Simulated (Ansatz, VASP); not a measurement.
# One calculation of NbO4, two programs

```
CELL_PARAMETERS angstrom
3.98446 0.00000 0.00000
0.00000 3.98446 0.00000
0.00000 0.00000 32.47526
ATOMIC_POSITIONS crystal
Nb 0.00000 0.00000 0.29253
O 0.00000 0.00000 0.23377
O 0.00000 0.00000 0.35129
O 0.00000 0.50000 0.29253
O 0.50000 0.00000 0.29253
```

Change from the starting cell: species swapped into a sheet of the YbCl4 type.

Alike in both runs: functional PBE; k mesh 4 × 4 × 1; occupations gaussian, width 0.1 eV; no spin polarisation.

Ansatz relaxed the structure, and its values are those at the end. VASP's run is a single point on that final structure, the one shown.

|  | VASP | Ansatz |
| --- | --- | --- |
| version | VASP 6.6.1 | Ansatz 0.2.0 |
| potentials or method | VASP PAW PBE potentials, release 64 (Nb_sv, O) | scalar-relativistic, plane waves, PAW |
| plane-wave cutoff (eV) | 520 | 420 |
| valence electrons in the cell | 37 | 37 |

```csv
,VASP,Ansatz,Ansatz less VASP
gap on the k mesh at the Fermi level (eV),none,none,-
rms of the force components (eV/Å),0.006,0.000,-0.0058
```

A gap of «none» marks a metal or a gap that the smearing closes. Ansatz warned: «slab_cell_height_set».

Caveats: the k mesh is coarse (spacing up to 0.39 Å⁻¹), so the values aren't converged; an odd number of electrons without spin polarisation forces a metal; a magnetic or distorted state may lie lower.
